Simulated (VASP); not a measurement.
Input:

```xyz
1
Lattice="-2.7123 2.7123 2.7123 2.7123 -2.7123 2.7123 2.7123 2.7123 -2.7123" Properties=species:S:1:pos:R:3 pbc="T T T"
K      0.0000     0.0000     0.0000
```

Computed with RPBE GGA, VASP's PBE PAW potentials (set 64) (plane waves; VASP). Settings: 520 eV cut-off, Gaussian smearing of 0.050 eV, potentials K_sv.

Question: Predict the band gap (along the path) with the smallest direct gap where there is one.

Answer: 
| Quantity | Result |
|---|---|
| band gap (along the path) | none (metal, semimetal or under 0.01 eV) |

Total energies compare only between runs with the same potentials, cut-off and functional.

The compound is K in the bcc structure. It was relaxed first, which changed the volume by +8 %.
